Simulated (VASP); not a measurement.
For cubic MgS (rock salt), LDA (Ceperley-Alder, Perdew-Zunger), VASP's LDA PAW potentials (set 64) in VASP 6.6.1 gives ε∞ = 5.55, a static ε₀ = 13.93 and a transverse optical mode at 257 cm⁻¹.

### Question
Estimate the longitudinal optical frequency at Γ.

### Answer
By the Lyddane-Sachs-Teller relation, ω_LO = ω_TO √(ε₀/ε∞) = 257 × √(13.93/5.55) = 407 cm⁻¹.

The compound is MgS in the rock salt structure. It was relaxed first.
